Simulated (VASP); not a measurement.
Level of theory: LDA (Ceperley-Alder, Perdew-Zunger), VASP's LDA PAW potentials (set 64) (plane waves; VASP).

A VASP calculation is set up with these files.

File KPOINTS:
```
Automatic mesh
0
Gamma
9 9 1
0 0 0
```

INCAR:
```
SYSTEM = C
PREC = Accurate
ENCUT = 520
EDIFF = 1E-8
NELM = 100
ALGO = Normal
LREAL = .FALSE.
LASPH = .TRUE.
ISMEAR = 0
SIGMA = 0.05
LWAVE = .FALSE.
LCHARG = .FALSE.
IBRION = 1
ISIF = 2
NSW = 30
EDIFFG = -0.001
```

File POSCAR:
```
C
1
    2.4468534748    -0.0000000000    -0.0000000000
   -1.2234267374     2.1190376863     0.0000000000
   -0.0000000000     0.0000000000    23.3947590790
C
4
Direct
  0.0000000000   0.0000000000   0.5699756460
  0.0000000000   1.0000000000   0.4300243540
  0.3333330000   0.6666670000   0.4299949106
  0.6666670000   0.3333330000   0.5700050894
```

POTCAR, in this order: C (LDA.64 set). Program: vasp_std.

What VASP printed:

File OSZICAR:
```
       N       E                     dE             d eps       ncg     rms          rms(c)
DAV:   1     0.122472415164E+03    0.12247E+03   -0.66452E+03   288   0.104E+03
DAV:   2    -0.284547607377E+02   -0.15093E+03   -0.13899E+03   496   0.224E+02
DAV:   3    -0.429696558503E+02   -0.14515E+02   -0.14410E+02   364   0.818E+01
DAV:   4    -0.433403756819E+02   -0.37072E+00   -0.36961E+00   360   0.166E+01
DAV:   5    -0.433522120770E+02   -0.11836E-01   -0.11823E-01   384   0.279E+00    0.942E+00
DAV:   6    -0.411373755894E+02    0.22148E+01   -0.21978E+00   348   0.103E+01    0.537E+00
DAV:   7    -0.403932558536E+02    0.74412E+00   -0.26204E+00   364   0.112E+01    0.136E+00
DAV:   8    -0.403842654130E+02    0.89904E-02   -0.12900E-01   340   0.250E+00    0.169E-01
DAV:   9    -0.403830131392E+02    0.12523E-02   -0.52418E-03   364   0.572E-01    0.102E-01
DAV:  10    -0.403808244116E+02    0.21887E-02   -0.18303E-03   352   0.258E-01    0.710E-02
DAV:  11    -0.403803434283E+02    0.48098E-03   -0.92352E-04   340   0.173E-01    0.374E-02
DAV:  12    -0.403809046436E+02   -0.56122E-03   -0.53933E-04   328   0.136E-01    0.186E-02
DAV:  13    -0.403813217040E+02   -0.41706E-03   -0.83256E-05   316   0.601E-02    0.114E-02
DAV:  14    -0.403818525023E+02   -0.53080E-03   -0.34814E-05   308   0.271E-02    0.987E-03
DAV:  15    -0.403820522884E+02   -0.19979E-03   -0.15551E-05   324   0.187E-02    0.568E-03
DAV:  16    -0.403821239555E+02   -0.71667E-04   -0.34717E-06   316   0.958E-03    0.274E-03
DAV:  17    -0.403821368014E+02   -0.12846E-04   -0.28694E-07   336   0.344E-03    0.706E-04
DAV:  18    -0.403821472067E+02   -0.10405E-04   -0.41245E-07   304   0.291E-03    0.114E-03
DAV:  19    -0.403821486173E+02   -0.14106E-05   -0.24512E-08   324   0.992E-04    0.672E-04
DAV:  20    -0.403821492323E+02   -0.61495E-06   -0.12571E-08   276   0.728E-04    0.129E-04
DAV:  21    -0.403821495965E+02   -0.36425E-06   -0.33501E-09   216   0.360E-04    0.127E-04
DAV:  22    -0.403821498835E+02   -0.28704E-06   -0.29133E-09   228   0.250E-04    0.104E-04
DAV:  23    -0.403821500347E+02   -0.15118E-06   -0.88633E-10   204   0.164E-04    0.257E-05
DAV:  24    -0.403821500924E+02   -0.57682E-07   -0.20763E-10   208   0.867E-05    0.225E-05
DAV:  25    -0.403821500990E+02   -0.66073E-08   -0.19297E-11   220   0.408E-05
   1 F= -.40382150E+02 E0= -.40381454E+02  d E =-.403822E+02
       N       E                     dE             d eps       ncg     rms          rms(c)
DAV:   1    -0.403821546289E+02   -0.45365E-05   -0.24897E-03   292   0.474E-01    0.867E-03
DAV:   2    -0.403821545969E+02    0.32045E-07   -0.81586E-06   336   0.251E-02    0.546E-03
DAV:   3    -0.403821549203E+02   -0.32346E-06   -0.57476E-07   364   0.652E-03    0.665E-04
DAV:   4    -0.403821549145E+02    0.58587E-08   -0.50153E-08   328   0.204E-03
   2 F= -.40382155E+02 E0= -.40381458E+02  d E =-.481547E-05
       N       E                     dE             d eps       ncg     rms          rms(c)
DAV:   1    -0.403821589116E+02   -0.39912E-05   -0.40952E-04   320   0.192E-01    0.348E-03
DAV:   2    -0.403821588466E+02    0.64984E-07   -0.14439E-06   336   0.107E-02    0.219E-03
DAV:   3    -0.403821589646E+02   -0.11798E-06   -0.10352E-07   360   0.282E-03    0.242E-04
DAV:   4    -0.403821589614E+02    0.31953E-08   -0.97320E-09   216   0.911E-04
   3 F= -.40382159E+02 E0= -.40381462E+02  d E =-.404689E-05
```

### OUTCAR
```
------------------------ aborting loop because EDIFF is reached ----------------------------------------
  FORCE on cell =-STRESS in cart. coord.  units (eV):
  Direction    XX          YY          ZZ          XY          YZ          ZX
  --------------------------------------------------------------------------------------
  Total        0.0763376      0.0763376     -0.0330812      0.0000000     -0.0000000     -0.0000000
  in kB        1.0082857      1.0082861     -0.4369448      0.0000000     -0.0000000     -0.0000000
  external PRESSURE =       0.5265424 kB  Pullay stress =       0.0000000 kB
  volume of cell :      121.30
      direct lattice vectors                 reciprocal lattice vectors
     2.446853475  0.000000000  0.000000000     0.408688142  0.235956162  0.000000000
    -1.223426737  2.119037686  0.000000000     0.000000000  0.471912324  0.000000000
     0.000000000  0.000000000 23.394759079     0.000000000  0.000000000  0.042744616
 POSITION                                       TOTAL-FORCE (eV/Angst)
 -----------------------------------------------------------------------------------
     -0.00000      0.00000     13.33402         0.000000      0.000000     -0.000855
      0.00000     -0.00000     10.06073         0.000000      0.000000      0.000855
     -0.00000      1.41269     10.05934        -0.000000      0.000000      0.000784
      1.22343      0.70635     13.33542         0.000000     -0.000000     -0.000784
 -----------------------------------------------------------------------------------
    total drift:                                0.000000     -0.000000      0.000000
  FREE ENERGIE OF THE ION-ELECTRON SYSTEM (eV)
  ---------------------------------------------------
  free  energy   TOTEN  =       -40.3821589614 eV

  energy  without entropy=      -40.3807659007  energy(sigma->0) =      -40.38146243

 reached required accuracy - stopping structural energy minimisation
```
(Selected blocks of OUTCAR.)

### CONTCAR
```
C
   1.00000000000000
     2.4468534748000001    0.0000000000000000    0.0000000000000000
    -1.2234267374000001    2.1190376863000000    0.0000000000000000
     0.0000000000000000    0.0000000000000000   23.3947590790000000
  C
     4
Direct
    -0.0000000000000000    0.0000000000000000    0.5699577739455218
     0.0000000000000000   -0.0000000000000000    0.4300422260544782
     0.3333330000000032    0.6666669999999968    0.4299826692080941
     0.6666669999999968    0.3333330000000032    0.5700173307919059
```

The cell holds a wide vacuum, so values per volume refer to the whole cell.

The cell is a sheet with vacuum, built from a database entry that may be metastable or hypothetical.
